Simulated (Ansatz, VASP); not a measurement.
# CdF2: VASP beside Ansatz

One calculation is typed for both programs; each brings its own data sets. How far apart do they land? The cell is taken from a series of runs on this material, whose earlier steps may have relaxed, scaled, displaced or heated it; both programs get it as it stands.

Main program and level: Ansatz 0.2.0; plane waves, with VASP 6.6.1 beside it; relaxation of cell and atoms at PBE.

## Step 1: Starting point

It takes space group Fm-3m (No. 225, cubic). The conventional cell has a = 5.481 Å, b = 5.481 Å, c = 5.481 Å, α = 90.00°, β = 90.00°, γ = 90.00°. Cd has 8 F at 2.37 Å nearest. Nearest to F lie 4 Cd at 2.37 Å. Farther neighbours and most contacts between anions are not listed.

## Step 2: Ansatz: relaxation of cell and atoms, PBE

Ansatz runs on its default PAW (the set named soft_2) files.

The relaxed volume is the usual yardstick between codes: in a stiff, nearly cubic crystal its relative difference is about their pressure difference at one cell divided by the bulk modulus.

Input file input.yaml:

```yaml
crystal:
  lattice:
    - [0.0, 2.7407380303, 2.7407380303]
    - [2.7407380303, 0.0, 2.7407380303]
    - [2.7407380303, 2.7407380303, 0.0]
  atoms:
    - { symbol: Cd, position: [0.0, 0.0, 0.0] }
    - { symbol: F, position: [0.25, 0.25, 0.25] }
    - { symbol: F, position: [0.75, 0.75, 0.75] }
kpoints:
  mp_grid: { grid: [8, 8, 8] }
hamiltonian:
  xc: pbe
scf:
  occupations: { method: fixed }
output:
  forces: true
  stress: true
  eigenvalues: true
relax:
  adjacent_minimum: "off"
  f_tol: 0.001
  max_steps: 60
  cell: { stress_tol: 0.01 }
```

Launch:

```sh
$ ansatz run input.yaml --threads 4 --pin off --max-ram 8192MiB --backend cpu --events-out ev --progress --plain --runs-dir out
```

Numbers of over 12 decimals in the logs are rounded to 6 here.

Log:

```text
Engine: ansatz 0.2.0, aarch64-unknown-linux-gnu
Pseudopotentials: kind: paw
Pseudopotential: Cd, paw, valence charge 20, recommended cutoff 420 eV (normal), Cd.paw.azcp
Pseudopotential: F, paw, valence charge 7, recommended cutoff 420 eV (normal), F.paw.azcp
Functional definition: PBE
  parameter kappa = 0.804
  parameter beta = 0.066725
  exchange = pbe_x(kappa = kappa, mu = beta*pi^2/3)
  correlation = pbe_c(beta = beta)
Crystal: 3 atoms, lattice volume = 41.175 Å³
Basis set: ecut = 420 eV, 821 PW (Γ), exchange–correlation on 54×54×54 points (8 copies of the dense FFT grid, shifted against one another)
Bands: 21, of which v1, the nominal top of the filled ones, is band 17 counted from 1 (16 counted from 0)
Symmetry: 48 space group operations
Space group: Fm-3m (ITA 225), of the structure as read, at distance tolerance 3.5e-5 Å
k-points: 29 of 512
Non-local potential: Cd, projectors of the file, l = 0: 3, l = 1: 2, l = 2: 2, l = 3: 1
Non-local potential: F, projectors of the file, l = 0: 2, l = 1: 2, l = 2: 1
PAW form: soft (Blöchl's): semilocal exchange-correlation on the pseudo side does not see the compensation charge
PAW one-centre angular grid: Cd, 590 points (default); XC on 64 Gauss nodes
PAW one-centre angular grid: F, 110 points (default); XC on 64 Gauss nodes
Initial density: superposition of atomic densities (neutral atoms: chi_scale 0, normalization atom), corrected by the library's trained network
Initial wavefunctions: pseudopotential atomic-orbital guess
Functional: x = pbe(κ = 0.804, μ = 0.219515), c = pbe(β = 0.066725)
SCF iter   1: F=—  HF=-9872.168025 eV  |F-HF|=—  |Δ(HF+E_count)|=         —  Δρ=4.70e-4  dr2=1.62e-5  ethr=1.77e-3  ⟨swp⟩=4.3  Hψ=2196  notcnv=0  defer=38
preconditioner: auto → none  [insulator: Δε(μ)=2.912 eV  Ē_g=16.165 eV  n_scr=14 (ndim 8)  ℏωp=29.5 eV  f_vac=0.147  ε∞_Penn≈4.3]
SCF iter   2: F=—  HF=-9872.169077 eV  |F-HF|=—  |Δ(HF+E_count)|=   1.05e-3  Δρ=2.60e-4  dr2=7.81e-6  ethr=4.77e-8  ⟨swp⟩=3.0  Hψ=1687  notcnv=0  defer=55
SCF iter   3: F=—  HF=-9872.169154 eV  |F-HF|=—  |Δ(HF+E_count)|=   7.73e-5  Δρ=1.57e-4  dr2=3.66e-6  ethr=2.30e-8  ⟨swp⟩=2.0  Hψ=986  notcnv=0  defer=55
SCF iter   4: F=—  HF=-9872.169169 eV  |F-HF|=—  |Δ(HF+E_count)|=   1.54e-5  Δρ=4.19e-5  dr2=1.84e-7  ethr=1.08e-8  ⟨swp⟩=2.6  Hψ=957  notcnv=0  defer=55
iter 5 did not close the SCF: its close was put off for the readings that it lacked (scf_convergence_deferred on its scf_iter line)
SCF iter   5: F=-9872.169172 eV  HF=-9872.169172 eV  |F-HF|=2.30e-9  |Δ(HF+E_count)|=   2.32e-6  Δρ=6.74e-6  dr2=1.37e-8  ethr=5.43e-10  ⟨swp⟩=2.0  Hψ=986  notcnv=0  defer=57
SCF iter   6: F=-9872.169172 eV  HF=-9872.169172 eV  |F-HF|=9.55e-10  |Δ(HF+E_count)|=   4.03e-9  Δρ=2.06e-6  dr2=6.08e-10  ethr=4.03e-11  ⟨swp⟩=5.2  Hψ=2507  notcnv=0
SCF 1 converged in 6 iterations: F = -9872.169172 eV  dr2 = 6.08e-10
  greatest PAW one-centre occupation: 1.000 electrons in one spin orbital (limit 2), on the Cd atom at site 0 (counted from 0), in its partial waves of l = 1
relax step   1: F+E_penalty+E_count = -9872.16917159 eV  Δ(F+E_penalty+E_count) = +0.000e0 eV  max|allowed force component| = 4.240e-18 eV/Å  Δτ_max = 0.0000 Å  P = +0.002 GPa  Ω = 41.175 Å³  (6 SCF iters, dr2 threshold 1.00e-7 eV, accepted)
Initial density: handed on by an earlier stage of this run
Initial wavefunctions: pseudopotential atomic-orbital guess (no wavefunctions were taken with the density)
iter 1 solved again at ethr=1.50e-8 eV; its pass at ethr=3.10e-3 eV (dr2=5.09e-6 eV) is discarded
SCF iter   1: F=—  HF=-9872.168991 eV  |F-HF|=—  |Δ(HF+E_count)|=         —  Δρ=8.88e-6  dr2=1.52e-8  ethr=1.50e-8  ⟨swp⟩=3.0  Hψ=3946  notcnv=0  defer=54
preconditioner: auto → none  [insulator: Δε(μ)=2.915 eV  Ē_g=16.167 eV  n_scr=14 (ndim 8)  ℏωp=29.5 eV  f_vac=0.151  ε∞_Penn≈4.3]
SCF iter   2: F=—  HF=-9872.169172 eV  |F-HF|=—  |Δ(HF+E_count)|=   1.81e-4  Δρ=7.68e-6  dr2=1.60e-8  ethr=4.47e-11  ⟨swp⟩=2.3  Hψ=1130  notcnv=0  defer=1
SCF iter   3: F=—  HF=-9872.169172 eV  |F-HF|=—  |Δ(HF+E_count)|=   3.08e-9  Δρ=2.79e-6  dr2=1.75e-9  ethr=4.47e-11  ⟨swp⟩=2.0  Hψ=754  notcnv=0  defer=1
SCF iter   4: F=—  HF=-9872.169172 eV  |F-HF|=—  |Δ(HF+E_count)|=  4.49e-10  Δρ=1.82e-6  dr2=7.12e-10  ethr=5.15e-12  ⟨swp⟩=1.0  Hψ=609  notcnv=0  defer=1
SCF iter   5: F=—  HF=-9872.169172 eV  |F-HF|=—  |Δ(HF+E_count)|=  4.82e-10  Δρ=9.17e-7  dr2=1.65e-10  ethr=2.09e-12  ⟨swp⟩=2.1  Hψ=986  notcnv=0  defer=1
SCF iter   6: F=—  HF=-9872.169172 eV  |F-HF|=—  |Δ(HF+E_count)|=  1.44e-10  Δρ=2.69e-7  dr2=1.39e-11  ethr=1.00e-12  ⟨swp⟩=2.0  Hψ=928  notcnv=0  defer=1
SCF iter   7: F=—  HF=-9872.169172 eV  |F-HF|=—  |Δ(HF+E_count)|=  1.09e-11  Δρ=1.37e-7  dr2=3.66e-12  ethr=1.00e-12  ⟨swp⟩=1.0  Hψ=609  notcnv=0  defer=1
SCF iter   8: F=-9872.169172 eV  HF=-9872.169172 eV  |F-HF|=1.82e-12  |Δ(HF+E_count)|=    0.00e0  Δρ=6.66e-8  dr2=8.70e-13  ethr=1.00e-12  ⟨swp⟩=6.1  Hψ=2548  notcnv=0
SCF 2 converged in 8 iterations: F = -9872.169172 eV  dr2 = 8.70e-13
relax step   2: F+E_penalty+E_count = -9872.16917159 eV  Δ(F+E_penalty+E_count) = -3.965e-10 eV  max|allowed force component| = 1.542e-18 eV/Å  Δτ_max = 0.0000 Å  P = +0.002 GPa  Ω = 41.175 Å³  stress off target by 1.99e-3 GPa  SCF on the basis re-selected at this cell (its energy is not comparable with the rows above)  (8 SCF iters)
basis re-selected at this cell: Δ(F+E_penalty+E_count) = -3.965e-10 eV, ΔP = -0.000 GPa vs the last step (what re-selecting the basis moved, of the pressure what is left beyond the Pulay correction that the steps carried, after the strain that the cell walked since its last selection, with what the two solves' SCF thresholds leave and, on support functions, any second-order correction that the steps lacked; it is no  [...]
SCF converged after 8 iterations
Free energy (F): -9872.169172 eV
Harris-Foulkes:  -9872.169172 eV  (|F-HF|=1.82e-12)
Internal energy: -9872.169172 eV  (E = F + TS)
E sigma→0 (E₀):  -9872.169172 eV
Fermi energy:    5.683071 eV
--- Per-component energies (eV) ---
  E_band       = -505.391378
  E_kinetic    = 917.061830
  E_local      = -4338.510328  (includes V_loc(G=0)·N_el)
  E_nonlocal   = 183.928273
  E_hartree    = 1916.947716
  E_xc         = -334.807739
  E_vxc        = -424.101736  (∫ρ·V_xc dr)
  E_paw        = -4487.633319  (= ΣΔE_a)
  E_vpaw       = -677.668881  (= ΣTr[D̂ρ^β])
  E_aug_tail   = 0.004080  (compensation charges beyond the density's cutoff)
  E_ewald      = -3729.159685
  E_smearing   = -0.000000  (= −TS)
  E_closure    = -0.000000  (closes the sum)
  Σ components = -9872.169172   (vs F -9872.169172, Δ=0.00e0)
--- Forces (eV/Å), atoms counted from 1 ---
  atom   1  Cd    -0.00000000     0.00000000     0.00000000
  atom   2  F      0.00000000    -0.00000000     0.00000000
  atom   3  F      0.00000000    -0.00000000     0.00000000
  max |Σ_I F_I| component: 4.63e-18 eV/Å
--- Stress (GPa, compression-positive) ---
        0.001989       0.000000       0.000000
        0.000000       0.001989       0.000000
        0.000000       0.000000       0.001989
  P = ⅓ Tr σ = 0.0020 GPa (0.020 kbar)
--- Band table (eV; the first three rows and the last of 29) ---
  k-point 0: bands = [... 13 lower, 4.8300, 5.1246, 5.1246, 5.1246, 8.5983, 18.1319, 18.1319, 18.1319]
  k-point 1: bands = [... 13 lower, 4.7127, 5.0536, 5.1561, 5.1561, 9.1564, 17.4276, 18.3408, 18.3408]
  k-point 2: bands = [... 13 lower, 4.4424, 4.5941, 5.2053, 5.2053, 10.4016, 16.2650, 18.8765, 18.8765]
  k-point 28: bands = [... 13 lower, 4.2632, 4.2632, 5.1802, 5.6831, 13.3432, 17.0145, 17.0145, 17.0316]
--- Relaxed structure (1 steps of the walk, 1 accepted, 1 SCFs on fresh bases) ---
  F+E_penalty+E_count = -9872.16917159 eV   max|allowed force component| = 1.542e-18 eV/Å   (the final SCF, on the basis selected at the relaxed cell)
  cell:  # Å, volume = 41.1749 Å³
    - [0.0, 2.7407380303, 2.7407380303]
    - [2.7407380303, 0.0, 2.7407380303]
    - [2.7407380303, 2.7407380303, 0.0]
  atoms:
    - { symbol: Cd, position: [0.0, 0.0, 0.0] }
    - { symbol: F, position: [0.25, 0.25, 0.25] }
    - { symbol: F, position: [0.750000, 0.750000, 0.750000] }
```

Reading the cycles: dr2 is the Hartree energy of the density residual (eV), the measure of convergence; HF is the Harris–Foulkes estimate of the energy, which meets the free energy F at convergence.

## Step 3: VASP: relaxation of cell and atoms, PBE

The same cell, functional and mesh now go to VASP, with its own data sets.

Lines of VASP's logs that name or quote its potential files are left out, and so is its time.

Input file INCAR:

```
SYSTEM = CdF2
PREC = Accurate
ENCUT = 600
EDIFF = 1E-07
NELM = 120
ISMEAR = 0
SIGMA = 0.01
LREAL = .FALSE.
ALGO = Normal
GGA = PE
NBANDS = 19
LORBIT = 11
LWAVE = .FALSE.
LCHARG = .FALSE.
ISIF = 3
IBRION = 2
NSW = 80
EDIFFG = -0.005
LASPH = .TRUE.
GGA_COMPAT = .FALSE.
NELMIN = 4
EFERMI = MIDGAP
```

Input file POSCAR:

```
CdF2
1.0
    0.0000000000      2.7407380000      2.7407380000
    2.7407380000      0.0000000000      2.7407380000
    2.7407380000      2.7407380000      0.0000000000
Cd F
1 2
Direct
    0.0000000000      0.0000000000      0.0000000000
    0.2500000000      0.2500000000      0.2500000000
    0.7500000000      0.7500000000      0.7500000000
```

Input file KPOINTS:

```
Automatic mesh
0
Gamma
8 8 8
0 0 0
```

PAW data sets: Cd and F (PBE family, release 64).

Launch:

```sh
$ mpirun -np 1 vasp_std
```

Log:

```text
[banner, memory and clock lines left out]
running    1 mpi-ranks, on    1 nodes
 distrk:  each k-point on    1 cores,    1 groups
 distr:  one band on    1 cores,    1 groups

 POSCAR found type information on POSCAR CdF
 POSCAR found :  2 types and       3 ions
 LDA part: xc-table for (Slater+PW92), standard interpolation
 POSCAR, INCAR and KPOINTS ok, starting setup
 FFT: planning ... GRIDC
 FFT: planning ... GRID_SOFT
 FFT: planning ... GRID
 WAVECAR not read
 entering main loop
       N       E                     dE             d eps       ncg     rms          rms(c)
DAV:   1     0.222643127666E+03    0.22264E+03   -0.16799E+04  1118   0.154E+03
DAV:   2    -0.223126708071E+01   -0.22487E+03   -0.21473E+03  1171   0.382E+02
DAV:   3    -0.126380416298E+02   -0.10407E+02   -0.10371E+02  1242   0.903E+01
DAV:   4    -0.126888589509E+02   -0.50817E-01   -0.50812E-01  1171   0.649E+00
DAV:   5    -0.126890454260E+02   -0.18648E-03   -0.18647E-03  1222   0.360E-01    0.962E+00
DAV:   6    -0.108824192880E+02    0.18066E+01   -0.45792E+00  1383   0.411E+01    0.683E+00
DAV:   7    -0.109277766643E+02   -0.45357E-01   -0.94452E-01  1126   0.922E+00    0.392E+00
DAV:   8    -0.109182525607E+02    0.95241E-02   -0.17056E-01  1117   0.384E+00    0.764E-01
DAV:   9    -0.109078070783E+02    0.10445E-01   -0.41771E-02  1275   0.235E+00    0.100E-01
DAV:  10    -0.109083693900E+02   -0.56231E-03   -0.32872E-03  1132   0.690E-01    0.127E-01
DAV:  11    -0.109084759492E+02   -0.10656E-03   -0.23624E-04  1171   0.173E-01    0.490E-02
DAV:  12    -0.109084986691E+02   -0.22720E-04   -0.86680E-05  1123   0.809E-02    0.186E-02
DAV:  13    -0.109085010912E+02   -0.24221E-05   -0.11304E-05  1156   0.284E-02    0.542E-03
DAV:  14    -0.109085006131E+02    0.47807E-06   -0.15167E-06  1171   0.156E-02    0.184E-03
DAV:  15    -0.109085006524E+02   -0.39276E-07   -0.12617E-07  1027   0.336E-03
   1 F= -.10908501E+02 E0= -.10908501E+02  d E =-.109085E+02
 curvature:   0.00 expect dE= 0.000E+00 dE for cont linesearch  0.000E+00
 trial: gam= 0.00000 g(F)=  0.965E-50 g(S)=  0.406E-03 ort = 0.000E+00 (trialstep = 0.100E+01)
 search vector abs. value=  0.406E-03
 bond charge predicted
       N       E                     dE             d eps       ncg     rms          rms(c)
DAV:   1    -0.109142234969E+02   -0.57229E-02   -0.10799E-01  1144   0.370E+00    0.584E-01
DAV:   2    -0.109091019397E+02    0.51216E-02   -0.17826E-02  1141   0.121E+00    0.126E-01
DAV:   3    -0.109087420533E+02    0.35989E-03   -0.77389E-04  1149   0.502E-01    0.130E-01
DAV:   4    -0.109086861652E+02    0.55888E-04   -0.10976E-04  1171   0.126E-01    0.906E-02
DAV:   5    -0.109086678026E+02    0.18363E-04   -0.26119E-05  1105   0.549E-02    0.108E-02
DAV:   6    -0.109086667166E+02    0.10860E-05   -0.48523E-06  1371   0.379E-02    0.167E-03
DAV:   7    -0.109086666000E+02    0.11662E-06   -0.37473E-07  1108   0.549E-03    0.140E-03
DAV:   8    -0.109086664493E+02    0.15069E-06   -0.68584E-08   860   0.422E-03    0.145E-04
DAV:   9    -0.109086664613E+02   -0.11978E-07   -0.41427E-09   557   0.802E-04
   2 F= -.10908666E+02 E0= -.10908666E+02  d E =-.165809E-03
 trial-energy change:   -0.000166  1 .order   -0.000168   -0.000406    0.000070
 step:   0.8489(harm=  0.8521)  dis= 0.00000  next Energy=   -10.908672 (dE=-0.171E-03)
 bond charge predicted
       N       E                     dE             d eps       ncg     rms          rms(c)
DAV:   1    -0.109087985067E+02   -0.13206E-03   -0.24664E-03  1144   0.558E-01    0.880E-02
DAV:   2    -0.109086806334E+02    0.11787E-03   -0.40818E-04  1141   0.183E-01    0.189E-02
DAV:   3    -0.109086720714E+02    0.85620E-05   -0.17714E-05  1146   0.768E-02    0.193E-02
DAV:   4    -0.109086712957E+02    0.77567E-06   -0.25503E-06  1159   0.192E-02    0.135E-02
DAV:   5    -0.109086718327E+02   -0.53695E-06   -0.61249E-07  1102   0.848E-03    0.171E-03
DAV:   6    -0.109086718019E+02    0.30745E-07   -0.10124E-07   551   0.591E-03
   3 F= -.10908672E+02 E0= -.10908672E+02  d E =-.171150E-03
 curvature:  -0.43 expect dE=-0.800E-08 dE for cont linesearch -0.800E-08
 trial: gam=-0.00676 g(F)=  0.240E-48 g(S)=  0.188E-07 ort = 0.276E-05 (trialstep = 0.970E+00)
 search vector abs. value=  0.101E-09
 reached required accuracy - stopping structural energy minimisation
```

OUTCAR, selected parts (step 3):

```text
ion  position               nearest neighbor table
   1  0.000  0.000  0.000-   3 2.37   3 2.37   3 2.37   2 2.37   2 2.37   2 2.37   3 2.37   2 2.37

  LATTYP: Found a face centered cubic cell.
 ALAT       =     5.4814760000

 Subroutine GETGRP returns: Found 48 space group operations
 (whereof 48 operations were pure point group operations)

The static configuration has the point symmetry O_h .

 Found     29 irreducible k-points:

   k-points           NKPTS =     29   k-points in BZ     NKDIM =     29   number of bands    NBANDS=     19

   dimension x,y,z NGX =    32 NGY =   32 NGZ =   32
   dimension x,y,z NGXF=    64 NGYF=   64 NGZF=   64

   ENCUT  =  600.0 eV  44.10 Ry    6.64 a.u.   7.74  7.74  7.74*2*pi/ulx,y,z

   NELECT =      26.0000    total number of electrons

 k-points in reciprocal lattice and weights: Automatic mesh
   0.00000000  0.00000000  0.00000000       0.002
   0.12500000  0.00000000  0.00000000       0.016
   0.25000000  0.00000000  0.00000000       0.016
   0.37500000  0.00000000  0.00000000       0.016
   0.50000000  0.00000000  0.00000000       0.008
   0.12500000  0.12500000  0.00000000       0.012
   0.25000000  0.12500000  0.00000000       0.047
   0.37500000  0.12500000  0.00000000       0.047
   0.50000000  0.12500000  0.00000000       0.047
[...]
-0.37500000  0.50000000  0.12500000       0.023
  -0.25000000  0.50000000  0.25000000       0.012

 average (electrostatic) potential at core
       1 -39.5384       2 -78.1604       3 -78.1604

 E-fermi :  -0.2762

 k-point     1 :       0.0000    0.0000    0.0000
  band No.  band energies     occupation
    ...
      9      -2.5531      2.00000
     10      -2.5531      2.00000
     11      -2.2748      2.00000
     12      -2.2748      2.00000
     13      -2.2748      2.00000
     14       1.1608      0.00000
     15      10.7201      0.00000
     16      10.7201      0.00000
     17      10.7201      0.00000
     18      15.4234      0.00000
    ...

 k-point     2 :       0.1250    0.0000    0.0000
  band No.  band energies     occupation
    ...
      9      -2.6723      2.00000
     10      -2.6723      2.00000
     11      -2.3431      2.00000
     12      -2.2413      2.00000
     13      -2.2413      2.00000
     14       1.7205      0.00000
     15      10.0138      0.00000
     16      10.9265      0.00000
     17      10.9265      0.00000
     18      16.3927      0.00000
    ...

 k-point     3 :       0.2500    0.0000    0.0000
  band No.  band energies     occupation
    ...
      9      -2.9429      2.00000
     10      -2.9429      2.00000
     11      -2.7985      2.00000
     12      -2.1912      2.00000
     13      -2.1912      2.00000
     14       2.9654      0.00000
     15       8.8511      0.00000
     16      11.4554      0.00000
     17      11.4554      0.00000
     18      16.7037      0.00000
    ...

  Total        0.0006241      0.0006241      0.0006241     -0.0000000     -0.0000000      0.0000000
  in kB        0.0241939      0.0241939      0.0241939     -0.0000000     -0.0000000      0.0000000
  external PRESSURE =       0.0241939 kB  Pullay stress =       0.0000000 kB

  energy-cutoff  :      600.00
  volume of cell :       41.33
      direct lattice vectors                 reciprocal lattice vectors
    -0.000000000  2.744170403  2.744170403    -0.182204428  0.182204428  0.182204428
     2.744170403  0.000000000  2.744170403     0.182204428 -0.182204428  0.182204428
     2.744170403  2.744170403  0.000000000     0.182204428  0.182204428 -0.182204428

 POSITION                                       TOTAL-FORCE (eV/Angst)
 -----------------------------------------------------------------------------------
      0.00000      0.00000      0.00000        -0.000000     -0.000000     -0.000000
      1.37209      1.37209      1.37209         0.000000      0.000000     -0.000000
      4.11626      4.11626      4.11626        -0.000000     -0.000000      0.000000
 -----------------------------------------------------------------------------------
    total drift:                                0.000000     -0.000000      0.000000

  FREE ENERGIE OF THE ION-ELECTRON SYSTEM (eV)
  ---------------------------------------------------
  free  energy   TOTEN  =       -10.9086718019 eV

  energy  without entropy=      -10.9086718019  energy(sigma->0) =      -10.90867180

 reached required accuracy - stopping structural energy minimisation

 total charge
# of ion       s       p       d       tot
------------------------------------------
    1        0.222   0.176   9.679  10.078
    2        1.735   4.331   0.000   6.066
    3        1.735   4.331   0.000   6.066
--------------------------------------------------
tot          3.691   8.839   9.679  22.210

[... 3 further parts left out ...]
```

CONTCAR:

```
CdF2
   1.00000000000000
    -0.0000000000000000    2.7441704034802430    2.7441704034802430
     2.7441704034802430    0.0000000000000000    2.7441704034802430
     2.7441704034802430    2.7441704034802430    0.0000000000000000
  Cd              F
     1     2
Direct
     0.0000000000000000    0.0000000000000000    0.0000000000000000
     0.2500000000000000    0.2500000000000000    0.2500000000000000
     0.7500000000000000    0.7500000000000000    0.7500000000000000
```

## Step 4: Comparison

Known differences besides the potentials themselves: fixed occupations in Ansatz, narrow Gaussian smearing in VASP; the data sets hold 34 valence electrons in Ansatz (on its default PAW (the set named soft_2) files) and 26 in VASP; the cutoff is 420 eV in Ansatz and 600 eV in VASP; Ansatz adds a Pulay correction to the stress that steers its cell, VASP none. Total energies have different zeros and are not compared.

Both answers:

```csv
quantity,Ansatz,VASP,difference
volume (Å³),41.17,41.33,-0.37 %
"edge a after relaxation, in the typed setting (Å)",3.876,3.881,-0.12 %
```

## Step 5: Results

```
difference in volume (relaxation of cell and atoms, PBE) : -0.37 %
```

The difference in volume is -0.37 % (relaxation of cell and atoms, PBE), within the 1.2 % picked in this series as the mark of a large difference, as far as the stopping tolerances let one tell. The data sets hold unlike numbers of valence electrons (34 in Ansatz and 26 in VASP), so part of the differences comes from the potentials. Such differences can come from data sets, numerical settings and the points named under the comparisons, not from the functional's error against experiment.

[Lines on the potential files, build, host, timing and source positions are cut from VASP's logs without a mark.]

[Logs are printed without paths, hosts, clocks, repeated set-up lines and the standing remarks that a program may print on its own settings, such as how far it seeks lower states.]

[Hosts, paths, dates, database ids (printed as entryN), source tags and the programs' standing remarks are cut or masked in the printed files.]
